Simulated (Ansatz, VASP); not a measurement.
CsBa3 in VASP and in Ansatz

File INCAR:

```
PREC = Accurate
ENCUT = 520
EDIFF = 1E-6
ISMEAR = 0
SIGMA = 0.1
LREAL = F
LASPH = T
NELM = 100
ALGO = Normal
ISIF = 2
LWAVE = F
LCHARG = T
GGA = PS
LELF = T
LVHAR = T
NBANDS = 28
```

Contents of KPOINTS:

```
regular mesh
0
Gamma
  6 6 6
```

File POSCAR:

```
CsBa3
1.0
    6.4421016045     -0.3962622600      0.3962622600
   -0.3962622600      6.4421016045     -0.3962622600
    0.3962622600     -0.3962622600      6.4421016045
Cs Ba
1 3
Direct
    0.0039972272     -0.0039972272      0.0039972272
    0.0015456540      0.5208554844      0.5153126032
    0.5153126032     -0.0015456540      0.4791445156
    0.4791445156      0.4846873968      0.0015456540
```

Input for Ansatz:

```yaml
crystal:
  lattice:
    - [6.4421016045, -0.39626226, 0.39626226]
    - [-0.39626226, 6.4421016045, -0.39626226]
    - [0.39626226, -0.39626226, 6.4421016045]
  atoms:
    - { symbol: Cs, position: [0.0039972272, -0.0039972272, 0.0039972272] }
    - { symbol: Ba, position: [0.001545654, 0.5208554844, 0.5153126032] }
    - { symbol: Ba, position: [0.5153126032, -0.001545654, 0.4791445156] }
    - { symbol: Ba, position: [0.4791445156, 0.4846873968, 0.001545654] }
basis:
  ecutwfc: 420
kpoints:
  mp_grid: { grid: [6, 6, 6] }
hamiltonian:
  xc: pbesol
scf:
  occupations: { method: gaussian, width: 0.1 }
output:
  forces: true
  stress: true
  eigenvalues: true
```

Alike in both runs: task single point; functional PBEsol; k mesh 6 × 6 × 6; occupations gaussian, width 0.1 eV; no spin polarisation.

|  | VASP | Ansatz |
| --- | --- | --- |
| version | VASP 6.6.1 | Ansatz 0.2.0 |
| potentials or method | VASP PAW PBE potentials, release 64 (Cs_sv, Ba_sv) | scalar-relativistic, plane waves, PAW |
| plane-wave cutoff (eV) | 520 | 420 |
| valence electrons in the cell | 39 | 39 |

|  | VASP | Ansatz | Ansatz less VASP |
| --- | --- | --- | --- |
| gap on the k mesh at the Fermi level (eV) | none | none | - |
| pressure (GPa) | 0.1 | 0.1 | -0.03 |
| largest component of the traceless stress (GPa) | 0.93 | 0.93 | -0.003 |
| rms of the force components (eV/Å) | 0.084 | 0.083 | -0.0011 |

Atom by atom the forces differ by 0.001 eV/Å (rms over components). A gap of «none» marks a metal or a gap that the smearing closes.

Caveats: the PAW data sets were made with another functional, which shifts forces and pressure a little (VASP). The runs have no spin-orbit coupling, so splittings on Ba, Cs are missing.
